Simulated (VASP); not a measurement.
GW runs with VASP on InP (zinc blende), on PBE orbitals with a Kohn-Sham gap of 0.67 eV on the mesh.

Space group F-43m (No. 216); a = 5.8700 Å, b = 5.8700 Å, c = 5.8700 Å, α = 90.00°, β = 90.00°, γ = 90.00°

```tsv
atom	site	symmetry	x	y	z
In	4a	-43m	0.0000	0.0000	0.0000
P	4d	-43m	0.7500	0.7500	0.7500
```
(The calculation used a cell of 2 atoms; values per cell refer to that cell.)

Numerical set-up: PREC = Normal, 500 eV cut-off, 4×4×4 Γ-centred mesh, Gaussian smearing of 0.010 eV, potentials In_d_GW P_GW.

The mesh is coarse and the basis finite, so the quasiparticle values are not converged. Unless said otherwise, spin-orbit coupling is left out, though it shifts the bands of the heavy elements here.

| run | level | NBANDS | ENCUTGW (eV) | QP gap (eV) | smallest direct QP gap (eV) |
|---|---|---|---|---|---|
| run 1 | G0W0@PBE, 1 step(s) | 64 | 150 | 1.15 | 1.15 |
| run 2 | G0W0@PBE, 1 step(s) | 160 | 200 | 1.20 | 1.20 |
| run 3 | evGW0@PBE, 4 step(s) | 160 | 200 | … | … |

Fill in the missing entries.

- run 3, QP gap (eV): 1.31
- run 3, smallest direct QP gap (eV): 1.31

Left out are failed runs and those that VASP or the mesh makes unfit.

The compound is InP in the zinc blende structure. The cell was not relaxed at this level.
